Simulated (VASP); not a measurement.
F6S, in a box:

```
F S
1.0
    13.23041    0.00000    0.00000
     0.00000   13.73041    0.00000
     0.00000    0.00000   14.23041
F S
6 1
Direct
  0.59869 0.54179 0.44788
  0.53977 0.54936 0.59628
  0.40097 0.46536 0.55230
  0.55621 0.40385 0.52404
  0.44376 0.60343 0.47598
  0.46020 0.45791 0.40374
  0.49989 0.50360 0.50006
```

Base run:

- Program: VASP 6.6.1
- Functional: RPBE
- Dispersion: D3(BJ)
- Potentials or basis: VASP PAW PBE potentials, release 64 (F, S)
- Cutoff: 400 eV
- k mesh: 1 × 1 × 1
- Occupations: gaussian, width 0.01 eV
- Spin: no spin polarisation

Its results: gap between the frontier levels 6.62 eV; largest force 0.350 eV/Å.

**Question.** The run is repeated on the same cell with these changes: functional from RPBE to r2SCAN; dispersion from D3(BJ) to rVV10. What comes out?

**Answer.** Gap between the frontier levels 7.40 eV; largest force 0.712 eV/Å.

Several settings changed at once, so the effect can't be laid on one alone.

Caveats: the PAW data sets were made with another functional, which shifts forces and pressure a little.

